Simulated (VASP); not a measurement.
Output of a VASP run:

**OSZICAR**
```
       N       E                     dE             d eps       ncg     rms          rms(c)
DAV:   1     0.240477836722E+03    0.24048E+03   -0.69582E+03 32478   0.123E+03
DAV:   2     0.200666401779E+02   -0.22041E+03   -0.20002E+03 21308   0.391E+02
DAV:   3    -0.977051208168E+01   -0.29837E+02   -0.29423E+02 23904   0.629E+01
DAV:   4    -0.105704114257E+02   -0.79990E+00   -0.79915E+00 24560   0.114E+01
DAV:   5    -0.105752758012E+02   -0.48644E-02   -0.48641E-02 24452   0.921E-01    0.339E+00
DAV:   6    -0.104534377278E+02    0.12184E+00   -0.14719E-02 25158   0.627E-01    0.194E+00
DAV:   7    -0.103915465530E+02    0.61891E-01   -0.30325E-02 25016   0.756E-01    0.144E-01
DAV:   8    -0.103920241013E+02   -0.47755E-03   -0.28329E-03 24692   0.244E-01    0.454E-02
DAV:   9    -0.103920255280E+02   -0.14267E-05   -0.47396E-05 30156   0.717E-02    0.129E-02
DAV:  10    -0.103920236610E+02    0.18670E-05   -0.22224E-06 25054   0.565E-03    0.462E-03
DAV:  11    -0.103920234925E+02    0.16844E-06   -0.19061E-07 23624   0.313E-03    0.419E-04
DAV:  12    -0.103920234940E+02   -0.14843E-08   -0.22999E-08 16410   0.511E-04
   1 F= -.10392023E+02 E0= -.10392023E+02  d E =-.352253E-10
 imaginary and real dielectric function
```

**OUTCAR**
```
------------------------ aborting loop because EDIFF is reached ----------------------------------------
  FORCE on cell =-STRESS in cart. coord.  units (eV):
  Direction    XX          YY          ZZ          XY          YZ          ZX
  --------------------------------------------------------------------------------------
  Total        0.0143948      0.0143948      0.0143948      0.0000000      0.0000000     -0.0000000
  in kB        0.5212526      0.5212526      0.5212526      0.0000000      0.0000000     -0.0000000
  external PRESSURE =       0.5212526 kB  Pullay stress =       0.0000000 kB
  volume of cell :       44.25
      direct lattice vectors                 reciprocal lattice vectors
     0.000000000  2.807239530  2.807239530    -0.178110915  0.178110915  0.178110915
     2.807239530  0.000000000  2.807239530     0.178110915 -0.178110915  0.178110915
     2.807239530  2.807239530  0.000000000     0.178110915  0.178110915 -0.178110915
 POSITION                                       TOTAL-FORCE (eV/Angst)
 -----------------------------------------------------------------------------------
      0.00000      0.00000      0.00000        -0.000000     -0.000000     -0.000000
      1.40362      1.40362      1.40362         0.000000      0.000000      0.000000
 -----------------------------------------------------------------------------------
    total drift:                                0.000000      0.000000      0.000000
  FREE ENERGIE OF THE ION-ELECTRON SYSTEM (eV)
  ---------------------------------------------------
  free  energy   TOTEN  =       -10.3920234940 eV

  energy  without entropy=      -10.3920234940  energy(sigma->0) =      -10.39202349

 plasma frequency squared (from intraband transitions) (eV^2)
  --------------------------------------------------------------------------------------
       0.000       0.000       0.000
       0.000       0.000       0.000
       0.000       0.000       0.000

 plasma frequency squared (from interband transitions, int dw w eps(2)(w)) (eV^2)
  --------------------------------------------------------------------------------------
     357.676       0.000       0.000       0.000      -0.000       0.000
       0.000      -0.000     357.676       0.000       0.000      -0.000
      -0.000      -0.000       0.000       0.000     357.676       0.000
```
(Selected blocks of OUTCAR.)

### POSCAR
```
Ge
1
   -0.0000000000     2.8072395303     2.8072395303
    2.8072395303     0.0000000000     2.8072395303
    2.8072395303     2.8072395303    -0.0000000000
Ge
2
Direct
  0.0000000000   0.0000000000   0.0000000000
  0.2500000000   0.2500000000   0.2500000000
```

Q: Reconstruct the remaining input files.

A: This is not unique; one that fits is the input of the run itself, LDA (Ceperley-Alder, Perdew-Zunger), plane waves, VASP's LDA PAW potentials (set 64).

File KPOINTS:
```
K-points
0
gamma
  18 18 18
```

### INCAR
```
SYSTEM = Ge
PREC = Accurate
ENCUT = 400
EDIFF = 1E-7
NELM = 100
ALGO = Normal
LREAL = .FALSE.
LASPH = .TRUE.
ISMEAR = 0
SIGMA = 0.01
LMAXMIX = 4
LWAVE = .FALSE.
LCHARG = .FALSE.
LOPTICS = .TRUE.
NBANDS = 54
NEDOS = 1001
CSHIFT = 0.1
```

POTCAR, in this order: Ge_d (LDA.64 set). Program: vasp_std.

The dielectric response may not be converged in the k-mesh; for small gaps it tends to come out too large.

The compound is Ge in the diamond structure. It was relaxed first.
